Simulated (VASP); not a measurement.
Calculation: optB86b-vdW, VASP's PBE PAW potentials (set 64) (plane waves; VASP).

A VASP calculation is set up with these files.

### KPOINTS
```
Automatic mesh
0
Gamma
17 17 10
0 0 0
```

**POSCAR**
```
Ru
2.7085190
  0.4999998885  -0.8660252681   0.0000000000
  0.4999998885   0.8660252681   0.0000000000
  0.0000000000   0.0000000000   1.5758271600
Ru
2
direct
  0.3333330000   0.6666670000   0.2500000000
  0.6666670000   0.3333330000   0.7500000000
```

### INCAR
```
! general
SYSTEM    =  Ru
PREC      =  Accurate
ENCUT     =  520
LREAL     =  .FALSE.
LASPH     =  .TRUE.

! electronic loop
EDIFF     =  1E-7
NELM      =  100
ALGO      =  Normal
LMAXMIX   =  4

! smearing
ISMEAR    =  -5

! functional
GGA       =  MK
LUSE_VDW  =  .TRUE.
AGGAC     =  0.0
PARAM1    =  0.1234
PARAM2    =  1.0

! ions
ISIF      =  2

! output
LWAVE     =  .FALSE.
LCHARG    =  .TRUE.
LORBIT    =  11
NEDOS     =  601
```

POTCAR, in this order: Ru_pv (PBE.64 set). Program: vasp_std.

Question: What does the run give for the energy per atom (σ→0), band gap (on the k-mesh)?

Answer: 
```yaml
energy per atom (σ→0): -6.379 eV/atom
band gap (on the k-mesh): none (metal, semimetal or under 0.01 eV)
```

OSZICAR:
```
...
DAV:   8    -0.127578391877E+02    0.90483E-02   -0.72623E-03  7264   0.104E+00    0.178E-01
DAV:   9    -0.127578091545E+02    0.30033E-04   -0.54036E-04  9060   0.255E-01    0.403E-02
DAV:  10    -0.127578268476E+02   -0.17693E-04   -0.16214E-05  7974   0.423E-02    0.679E-03
DAV:  11    -0.127578290837E+02   -0.22361E-05   -0.71670E-07  7866   0.725E-03    0.241E-03
DAV:  12    -0.127578286492E+02    0.43451E-06   -0.54000E-08  3958   0.227E-03    0.518E-04
DAV:  13    -0.127578285320E+02    0.11722E-06   -0.92907E-09  3698   0.862E-04    0.319E-04
DAV:  14    -0.127578285211E+02    0.10900E-07   -0.31392E-09  3614   0.510E-04
   1 F= -.12757829E+02 E0= -.12757829E+02  d E =0.000000E+00
```

The compound is Ru in the hcp structure. It was relaxed first.
